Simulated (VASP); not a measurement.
# Mo(100): what the settings do to the level below the vacuum, part 3 of 5

How far does the level below the vacuum of Mo(100) depend on the numerical settings, and how far on the functional?

VASP 6.6.1, plane waves and PAW; the level of theory is named at each step.

So far, highest filled level below the vacuum (eV): step 2 (the base run) 3.95; step 3 (another mesh, mesh points along a 3, k-mesh 3×3×1) 4.54.

## (7) Another vacuum, vacuum width 5

Level of this step: PBE; plane waves and PAW (Mo) (VASP).

Too little vacuum lets the faces of neighbouring images overlap, and too much only costs plane waves.

The input, INCAR:

```
SYSTEM = Mo
PREC = Normal
ENCUT = 350
EDIFF = 1E-06
NELM = 120
ISMEAR = 1
SIGMA = 0.1
LREAL = .FALSE.
ALGO = Normal
GGA = PE
NBANDS = 28
LORBIT = 11
LWAVE = .FALSE.
LCHARG = .FALSE.
KPAR = 4
IDIPOL = 3
LDIPOL = .TRUE.
DIPOL = 0.5 0.5 0.5
LVHAR = .TRUE.
LVACPOTAV = .TRUE.
```

The input, POSCAR:

```
Mo
1.0
    3.1500000000      0.0000000000      0.0000000000
    0.0000000000      3.1500000000      0.0000000000
    0.0000000000      0.0000000000     14.4500000000
Mo
7
Direct
    0.0000000000      0.0000000000      0.1730103806
    0.5000000000      0.5000000000      0.2820069204
    0.0000000000      0.0000000000      0.3910034602
    0.5000000000      0.5000000000      0.5000000000
    0.0000000000      0.0000000000      0.6089965398
    0.5000000000      0.5000000000      0.7179930796
    0.0000000000      0.0000000000      0.8269896194
```

The input, KPOINTS:

```
Automatic mesh
0
Gamma
8 8 1
0 0 0
```

Potentials, in the order of the species: Mo (PBE family, release 64).

Command:

```
> mpirun -np 4 vasp_std
```

Output:

```text
[... set-up lines as in an earlier step ...]
 entering main loop
       N       E                     dE             d eps       ncg     rms          rms(c)
DAV:   1     0.119462945621E+03    0.11946E+03   -0.14464E+04   840   0.944E+02
DAV:   2    -0.602079457214E+02   -0.17967E+03   -0.17021E+03   996   0.230E+02
DAV:   3    -0.785087200420E+02   -0.18301E+02   -0.17562E+02  1304   0.548E+01
DAV:   4    -0.793837143213E+02   -0.87499E+00   -0.83962E+00  1304   0.118E+01
DAV:   5    -0.794194393678E+02   -0.35725E-01   -0.34861E-01  1288   0.210E+00    0.335E+01
DAV:   6    -0.913624829465E+02   -0.11943E+02   -0.16669E+02  1488   0.399E+01    0.289E+01
DAV:   7    -0.753595021568E+02    0.16003E+02   -0.19884E+02  1476   0.559E+01    0.135E+01
DAV:   8    -0.746398131568E+02    0.71969E+00   -0.55653E+01  1380   0.290E+01    0.106E+01
DAV:   9    -0.725805929758E+02    0.20592E+01   -0.92318E+00  1372   0.148E+01    0.383E+00
DAV:  10    -0.726731038503E+02   -0.92511E-01   -0.47058E-01  1232   0.348E+00    0.381E+00
DAV:  11    -0.727084801971E+02   -0.35376E-01   -0.27891E-02  1324   0.763E-01    0.413E+00
DAV:  12    -0.726612025308E+02    0.47278E-01   -0.35378E+00  1392   0.762E+00    0.403E+00
DAV:  13    -0.726407078052E+02    0.20495E-01   -0.10118E-01  1172   0.181E+00    0.382E+00
DAV:  14    -0.725488244665E+02    0.91883E-01   -0.14459E-01  1360   0.142E+00    0.245E+00
DAV:  15    -0.725238407189E+02    0.24984E-01   -0.23483E-02  1400   0.632E-01    0.187E+00
DAV:  16    -0.725126196232E+02    0.11221E-01   -0.66204E-03  1352   0.361E-01    0.151E+00
DAV:  17    -0.724933232236E+02    0.19296E-01   -0.47670E-02  1380   0.858E-01    0.617E-01
DAV:  18    -0.724898148302E+02    0.35084E-02   -0.12847E-02  1424   0.469E-01    0.156E-01
DAV:  19    -0.724895842889E+02    0.23054E-03   -0.17623E-03  1412   0.168E-01    0.109E-02
DAV:  20    -0.724895880099E+02   -0.37210E-05   -0.31412E-05  1152   0.301E-02    0.158E-02
DAV:  21    -0.724895843559E+02    0.36540E-05   -0.10988E-05  1232   0.148E-02    0.328E-03
DAV:  22    -0.724895841357E+02    0.22023E-06   -0.15109E-06   696   0.575E-03
 -----------------------------------------------------------------------------
|                                                                             |
|           W    W    AA    RRRRR   N    N  II  N    N   GGGG   !!!           |
|           W    W   A  A   R    R  NN   N  II  NN   N  G    G  !!!           |
|           W    W  A    A  R    R  N N  N  II  N N  N  G       !!!           |
|           W WW W  AAAAAA  RRRRR   N  N N  II  N  N N  G  GGG   !            |
|           WW  WW  A    A  R   R   N   NN  II  N   NN  G    G                |
|           W    W  A    A  R    R  N    N  II  N    N   GGGG   !!!           |
|                                                                             |
|     The minimum charge density times volume of the cell along the axis      |
|     of the dipole correction is larger 1E-1, which could mean that your     |
|     workfunction is not accurate as there is no field free region in        |
|     your cell. Please consider either increasing the size of your cell      |
|     along the dipole correction (vacuum dimension) or perhaps               |
|     increasing the precision of your calculation.                           |
|                                                                             |
 -----------------------------------------------------------------------------

 [... a notice as in an earlier step ...]

   1 F= -.72489584E+02 E0= -.72489155E+02  d E =-.128854E-02
 -----------------------------------------------------------------------------
|                                                                             |
|           W    W    AA    RRRRR   N    N  II  N    N   GGGG   !!!           |
|           W    W   A  A   R    R  NN   N  II  NN   N  G    G  !!!           |
|           W    W  A    A  R    R  N N  N  II  N N  N  G       !!!           |
|           W WW W  AAAAAA  RRRRR   N  N N  II  N  N N  G  GGG   !            |
|           WW  WW  A    A  R   R   N   NN  II  N   NN  G    G                |
|           W    W  A    A  R    R  N    N  II  N    N   GGGG   !!!           |
|                                                                             |
|     The minimum charge density times volume of the cell along the axis      |
|     of the dipole correction is larger 1E-1, which could mean that your     |
|     workfunction is not accurate as there is no field free region in        |
|     your cell. Please consider either increasing the size of your cell      |
|     along the dipole correction (vacuum dimension) or perhaps               |
|     increasing the precision of your calculation.                           |
|                                                                             |
 -----------------------------------------------------------------------------

 [... a notice as in an earlier step ...]
```

Run time: 12 s. Hardware: 4 MPI ranks of AMD EPYC 7R43, shared host; peak memory 0.49 GiB; 45 s of CPU time.

OUTCAR, selected parts (step 7):

```text
   ENCUT  =  350.0 eV  25.72 Ry    5.07 a.u.   4.81  4.81 22.04*2*pi/ulx,y,z

   NELECT =      42.0000    total number of electrons

 E-fermi :   4.2093

 k-point     1 :       0.0000    0.0000    0.0000
  band No.  band energies     occupation
    ...
     19       3.4964      2.00000
     20       3.5843      2.00000
     21       3.6725      2.00000
     22       4.1219      2.01297
     23       4.1219      2.01297
     24       4.5465     -0.00002
     25       4.6366     -0.00000
     26       5.1366     -0.00000
     27       5.1367     -0.00000
     28       5.2695     -0.00000

  Total       -8.0185814     -8.0185814     -7.5304986      0.0000000      0.0000000      0.0000000
  in kB      -89.6023025    -89.6023025    -84.1483025      0.0000000      0.0000000      0.0000000
  external PRESSURE =     -87.7843025 kB  Pullay stress =       0.0000000 kB

 POSITION                                       TOTAL-FORCE (eV/Angst)
 -----------------------------------------------------------------------------------
      0.00000      0.00000      2.50000        -0.000000     -0.000000      1.337826
      1.57500      1.57500      4.07500        -0.000000     -0.000000     -1.294467
      0.00000      0.00000      5.65000         0.000000      0.000000     -0.202461
      1.57500      1.57500      7.22500         0.000000     -0.000000      0.000000
      0.00000      0.00000      8.80000         0.000000      0.000000      0.202461
      1.57500      1.57500     10.37500         0.000000      0.000000      1.294467
      0.00000      0.00000     11.95000         0.000000     -0.000000     -1.337826
 -----------------------------------------------------------------------------------
    total drift:                                0.000000     -0.000000      0.000000

  FREE ENERGIE OF THE ION-ELECTRON SYSTEM (eV)
  ---------------------------------------------------
  free  energy   TOTEN  =       -72.4895841357 eV

  energy  without entropy=      -72.4882955978  energy(sigma->0) =      -72.48915462

[... 4 parts as in an earlier step ...]

[... 13 further parts left out ...]
```

Numbers from this step:

| Quantity | Value |
| --- | --- |
| electronic cycles | 22 |
| free energy (TOTEN) | -72.4896 eV |
| energy at zero smearing | -72.4892 eV |
| Fermi energy | 4.209 eV |

Force by atom:

| atom | x (eV/Å) | y (eV/Å) | z (eV/Å) | size |
| --- | --- | --- | --- | --- |
| Mo1 | 0.00 | 0.00 | 1.34 | 1.34 |
| Mo2 | 0.00 | 0.00 | -1.29 | 1.29 |
| Mo3 | 0.00 | 0.00 | -0.20 | 0.20 |
| Mo4 | 0.00 | 0.00 | 0.00 | 0.00 |
| Mo5 | 0.00 | 0.00 | 0.20 | 0.20 |
| Mo6 | 0.00 | 0.00 | 1.29 | 1.29 |
| Mo7 | 0.00 | 0.00 | -1.34 | 1.34 |

The program found no flat vacuum in this gap and printed no vacuum level, so no level below the vacuum can be given.

## (8) Another vacuum, vacuum width 8

INCAR is that of step 7.

The input, POSCAR:

```
Mo
1.0
    3.1500000000      0.0000000000      0.0000000000
    0.0000000000      3.1500000000      0.0000000000
    0.0000000000      0.0000000000     17.4500000000
Mo
7
Direct
    0.0000000000      0.0000000000      0.2292263610
    0.5000000000      0.5000000000      0.3194842407
    0.0000000000      0.0000000000      0.4097421203
    0.5000000000      0.5000000000      0.5000000000
    0.0000000000      0.0000000000      0.5902578797
    0.5000000000      0.5000000000      0.6805157593
    0.0000000000      0.0000000000      0.7707736390
```

KPOINTS is that of step 7.

Command:

```
> mpirun -np 4 vasp_std
```

Output:

```text
[... set-up lines as in an earlier step ...]
 entering main loop
       N       E                     dE             d eps       ncg     rms          rms(c)
DAV:   1     0.131843735152E+03    0.13184E+03   -0.14193E+04   840   0.924E+02
DAV:   2    -0.593400061035E+02   -0.19118E+03   -0.18169E+03  1036   0.227E+02
DAV:   3    -0.784473541840E+02   -0.19107E+02   -0.18478E+02  1356   0.566E+01
DAV:   4    -0.794014620846E+02   -0.95411E+00   -0.91713E+00  1288   0.120E+01
[...]
DAV:  30    -0.722903570561E+02    0.67456E-05   -0.81452E-06  1272   0.125E-02    0.214E-02
DAV:  31    -0.722903530997E+02    0.39564E-05   -0.12717E-05  1412   0.140E-02    0.781E-03
DAV:  32    -0.722903526911E+02    0.40854E-06   -0.64200E-07   700   0.458E-03
 [... a notice as in an earlier step ...]

   1 F= -.72290353E+02 E0= -.72291683E+02  d E =0.398945E-02
 [... a notice as in an earlier step ...]
```

Run time: 18 s. Hardware: 4 MPI ranks; peak memory 0.5 GiB; 71 s of CPU time.

Parts of OUTCAR (step 8):

```text
  Total       -7.9740379     -7.9740379     -6.4555125      0.0000000      0.0000000     -0.0000000
  in kB      -73.7857235    -73.7857235    -59.7344367      0.0000000      0.0000000     -0.0000000
  external PRESSURE =     -69.1019612 kB  Pullay stress =       0.0000000 kB

 POSITION                                       TOTAL-FORCE (eV/Angst)
 -----------------------------------------------------------------------------------
      0.00000      0.00000      4.00000        -0.000000      0.000000      1.618623
      1.57500      1.57500      5.57500         0.000000      0.000000     -1.374937
      0.00000      0.00000      7.15000        -0.000000      0.000000     -0.214555
      1.57500      1.57500      8.72500         0.000000      0.000000      0.000000
      0.00000      0.00000     10.30000         0.000000     -0.000000      0.214555
      1.57500      1.57500     11.87500        -0.000000      0.000000      1.374937
      0.00000      0.00000     13.45000         0.000000      0.000000     -1.618623
 -----------------------------------------------------------------------------------
    total drift:                                0.000000     -0.000000     -0.000000

  FREE ENERGIE OF THE ION-ELECTRON SYSTEM (eV)
  ---------------------------------------------------
  free  energy   TOTEN  =       -72.2903526911 eV

  energy  without entropy=      -72.2943421429  energy(sigma->0) =      -72.29168251

[... 1 part as in an earlier step ...]

[... 2 further parts left out ...]
[key lines of the parts left out:]
E-fermi :   2.8508
```

The program found no flat vacuum in this gap and printed no vacuum level, so no level below the vacuum can be given.

## (9) Another vacuum, vacuum width 24

INCAR is that of step 8.

The input, POSCAR:

```
Mo
1.0
    3.1500000000      0.0000000000      0.0000000000
    0.0000000000      3.1500000000      0.0000000000
    0.0000000000      0.0000000000     33.4500000000
Mo
7
Direct
    0.0000000000      0.0000000000      0.3587443946
    0.5000000000      0.5000000000      0.4058295964
    0.0000000000      0.0000000000      0.4529147982
    0.5000000000      0.5000000000      0.5000000000
    0.0000000000      0.0000000000      0.5470852018
    0.5000000000      0.5000000000      0.5941704036
    0.0000000000      0.0000000000      0.6412556054
```

KPOINTS is that of step 8.

Command:

```
> mpirun -np 4 vasp_std
```

Output:

```text
[... set-up lines as in an earlier step ...]
 entering main loop
       N       E                     dE             d eps       ncg     rms          rms(c)
DAV:   1     0.191407926660E+03    0.19141E+03   -0.12576E+04   840   0.849E+02
DAV:   2    -0.540950867865E+02   -0.24550E+03   -0.23475E+03  1160   0.206E+02
DAV:   3    -0.774464030628E+02   -0.23351E+02   -0.22484E+02  1096   0.650E+01
DAV:   4    -0.793852390085E+02   -0.19388E+01   -0.18762E+01  1464   0.166E+01
[...]
DAV:  29    -0.722829295142E+02   -0.18370E-05   -0.11162E-07   632   0.142E-03    0.119E-03
DAV:  30    -0.722829311091E+02   -0.15948E-05   -0.82086E-08   640   0.133E-03    0.452E-04
DAV:  31    -0.722829313633E+02   -0.25418E-06   -0.41854E-08   616   0.891E-04
 [... a notice as in an earlier step ...]

   1 F= -.72282931E+02 E0= -.72283553E+02  d E =0.186468E-02
```

The job ended after 33 s (4 MPI ranks; peak memory 0.77 GiB; 2.1 min of CPU time).

Parts of OUTCAR (step 9):

```text
  Total       -7.9786369     -7.9786369     -6.3696791      0.0000000     -0.0000000      0.0000000
  in kB      -38.5143038    -38.5143038    -30.7475777      0.0000000     -0.0000000      0.0000000
  external PRESSURE =     -35.9253951 kB  Pullay stress =       0.0000000 kB

 POSITION                                       TOTAL-FORCE (eV/Angst)
 -----------------------------------------------------------------------------------
      0.00000      0.00000     12.00000        -0.000000     -0.000000      1.624541
      1.57500      1.57500     13.57500        -0.000000      0.000000     -1.373909
      0.00000      0.00000     15.15000         0.000000     -0.000000     -0.213700
      1.57500      1.57500     16.72500         0.000000     -0.000000      0.000000
      0.00000      0.00000     18.30000         0.000000     -0.000000      0.213700
      1.57500      1.57500     19.87500         0.000000     -0.000000      1.373909
      0.00000      0.00000     21.45000         0.000000      0.000000     -1.624541
 -----------------------------------------------------------------------------------
    total drift:                                0.000000      0.000000      0.000000

  FREE ENERGIE OF THE ION-ELECTRON SYSTEM (eV)
  ---------------------------------------------------
  free  energy   TOTEN  =       -72.2829313633 eV

  energy  without entropy=      -72.2847960417  energy(sigma->0) =      -72.28355292

[... 1 part as in an earlier step ...]

[... 2 further parts left out ...]
[key lines of the parts left out:]
E-fermi :  -0.3945
```

Against the base run its depth below the vacuum changes by +0.00 eV and the energy by -0.0 meV an atom.

## (10) Side by side

Times are for 4 MPI ranks of AMD EPYC 7R43, shared host. The runs compared:

| no. | vacuum width | electronic cycles | free energy (TOTEN) less the lowest (eV) | eigenvalues first band | time | memory (GiB) |
| --- | --- | --- | --- | --- | --- | --- |
| 1 | 5 | 22 | 0 | 12 | 12 s | 0.49 |
| 2 | 8 | 32 | 0.1992 | 12 | 18 s | 0.5 |
| 3 | 24 | 31 | 0.2067 | 13 | 33 s | 0.77 |

## (11) A lower cutoff, ENCUT 210

A lower cutoff is cheaper, and the test is whether a potential difference survives it better than the total energy.

INCAR: that of step 9 with these lines changed.

```diff
@@ -2,3 +2,3 @@
 PREC = Normal
-ENCUT = 350
+ENCUT = 210
 EDIFF = 1E-06
```

The input, POSCAR:

```
Mo
1.0
    3.1500000000      0.0000000000      0.0000000000
    0.0000000000      3.1500000000      0.0000000000
    0.0000000000      0.0000000000     27.4500000000
Mo
7
Direct
    0.0000000000      0.0000000000      0.3278688525
    0.5000000000      0.5000000000      0.3852459016
    0.0000000000      0.0000000000      0.4426229508
    0.5000000000      0.5000000000      0.5000000000
    0.0000000000      0.0000000000      0.5573770492
    0.5000000000      0.5000000000      0.6147540984
    0.0000000000      0.0000000000      0.6721311475
```

KPOINTS is that of step 9.

Command:

```
> mpirun -np 4 vasp_std
```

Output:

```text
[... set-up lines as in an earlier step ...]
 entering main loop
       N       E                     dE             d eps       ncg     rms          rms(c)
DAV:   1     0.101207331752E+03    0.10121E+03   -0.10445E+04   920   0.583E+02
DAV:   2    -0.619331036240E+02   -0.16314E+03   -0.15432E+03  1124   0.157E+02
DAV:   3    -0.784088879150E+02   -0.16476E+02   -0.15762E+02  1152   0.488E+01
DAV:   4    -0.794847708371E+02   -0.10759E+01   -0.10343E+01  1400   0.115E+01
[...]
DAV:  27    -0.722516340114E+02   -0.22855E-05   -0.21038E-07   656   0.157E-03    0.867E-04
DAV:  28    -0.722516364262E+02   -0.24148E-05   -0.20191E-07   664   0.144E-03    0.111E-03
DAV:  29    -0.722516367038E+02   -0.27756E-06   -0.47039E-08   624   0.947E-04
 [... a notice as in an earlier step ...]

   1 F= -.72251637E+02 E0= -.72252284E+02  d E =0.194157E-02
```

Elapsed: 14 s, on 4 MPI ranks; peak memory 0.45 GiB; 54 s of CPU time.

Parts of OUTCAR (step 11):

```text
  Total      -10.9708320    -10.9708320     -9.4179950      0.0000000      0.0000000     -0.0000000
  in kB      -64.5337188    -64.5337188    -55.3994666      0.0000000      0.0000000     -0.0000000
  external PRESSURE =     -61.4889680 kB  Pullay stress =       0.0000000 kB

 POSITION                                       TOTAL-FORCE (eV/Angst)
 -----------------------------------------------------------------------------------
      0.00000      0.00000      9.00000        -0.000000     -0.000000      1.617110
      1.57500      1.57500     10.57500        -0.000000     -0.000000     -1.364696
      0.00000      0.00000     12.15000         0.000000      0.000000     -0.207375
      1.57500      1.57500     13.72500        -0.000000      0.000000      0.000000
      0.00000      0.00000     15.30000        -0.000000      0.000000      0.207375
      1.57500      1.57500     16.87500         0.000000     -0.000000      1.364696
      0.00000      0.00000     18.45000         0.000000      0.000000     -1.617110
 -----------------------------------------------------------------------------------
    total drift:                                0.000000      0.000000     -0.000000

  FREE ENERGIE OF THE ION-ELECTRON SYSTEM (eV)
  ---------------------------------------------------
  free  energy   TOTEN  =       -72.2516367038 eV

  energy  without entropy=      -72.2535782774  energy(sigma->0) =      -72.25228390

[... 1 part as in an earlier step ...]

[... 2 further parts left out ...]
[key lines of the parts left out:]
E-fermi :   0.3808
```

This step gave:

```yaml
electronic_cycles: 29
free_energy_toten: -72.2516 eV
energy_at_zero_smearing: -72.2523 eV
fermi_energy: 0.3808 eV
vacuum_levels: 4.318, 4.318 eV
work_functions_of_the_upper_and_lower_face: 3.937, 3.937 eV
highest_filled_level_below_the_vacuum: 3.937 eV
```

Against the base run its depth below the vacuum changes by -0.01 eV and the energy by +4.4 meV an atom.

(Continued in part 4 of 5.)

[Lines on the potential files, build, host, timing and source positions are cut from VASP's logs without a mark.]

[Logs are printed without paths, hosts, clocks, repeated set-up lines and the standing remarks that a program may print on its own settings, such as how far it seeks lower states.]

[Hosts, paths, dates, database ids (printed as entryN), source tags and the programs' standing remarks are cut or masked in the printed files.]

[In band tables of VASP the shares of atoms and orbitals are scaled to a sum of 1 inside the atoms' spheres.]

[Runs that stopped without an error message from VASP are left out.]
